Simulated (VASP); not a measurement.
Input:

```
CELL_PARAMETERS angstrom
      2.22280    -3.82455     0.00000
      2.22280     3.82455     0.00000
      0.00000     0.00000     4.55611
ATOMIC_POSITIONS crystal
  Ga 0.15545 0.84455 0.91806
  Ga 0.34455 0.65545 0.41806
  Ga 0.65545 0.34455 0.58194
  Ga 0.84455 0.15545 0.08194
```

Calculation: PBE GGA with D3 dispersion (Becke-Johnson damping), VASP's PBE PAW potentials (set 64) (plane waves; VASP). Settings: 520 eV cut-off, Gaussian smearing of 0.050 eV, potentials Ga_d.

Q: Give the energies of bands 21 to 30 at the high-symmetry points, in eV from the Fermi level.

A: 
```csv
band,Γ,Y,C0,Z,A0,T,S,R
21,-11.17,-9.47,-8.64,-9.35,-6.93,-7.71,-8.65,-7.24
22,-4.39,-7.36,-7.66,-9.35,-6.93,-7.71,-8.65,-7.24
23,-3.93,-4.04,-6.61,-0.04,-6.08,-5.45,-3.52,-6.33
24,-1.69,-3.24,-1.28,-0.04,-6.08,-5.45,-3.52,-6.33
25,-1.53,-1.98,-1.22,0.01,-3.71,-1.25,-1.50,-1.61
26,-0.84,-1.71,-0.28,0.01,-3.71,-1.25,-1.50,-1.61
27,0.88,1.02,-0.21,0.07,4.29,-0.79,0.59,0.46
28,0.96,1.02,0.84,0.07,4.29,-0.79,0.59,0.46
29,1.12,3.43,1.86,1.95,5.10,6.41,4.06,7.26
30,5.14,3.71,3.00,1.95,5.10,6.41,4.06,7.27
```

It has no gap at this level: it comes out as a metal or semimetal.

The compound is Ga in the alpha structure. It was relaxed first.
